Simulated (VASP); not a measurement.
Crystal: RuBr2.

```
Ru Br
1.0
     1.93944    1.11974    5.86365
    -1.93944    1.11974    5.86365
     0.00000   -2.23947    5.86365
Ru Br
1 2
Direct
  0.00000 0.00000 0.00000
  0.25200 0.25200 0.25200
  0.74800 0.74800 0.74800
```

The cell was built by a generator and needn't be a form met in nature.

Program: VASP 6.6.1. Alike in all runs: task single point; potentials or basis VASP PAW PBE potentials, release 64 (Ru_pv, Br); cell as given; k mesh 6 × 6 × 6; cutoff (eV) 520; smearing gaussian 0.05 eV.

Order these runs on this cell by their pressure, lowest first.
A. level PBE; spin collinear, random start
B. level PBE; spin collinear, ferromagnetic start; fixed moment (μB) 4
C. level PBE+U; spin collinear, ferromagnetic start; U Ru d U = 6 eV

A (-6.4 GPa), C (-1.2 GPa), B (5.8 GPa).

Caveats: the moment is held away from its start (some runs); the total moment is fixed, so each spin has its own Fermi level (some runs).
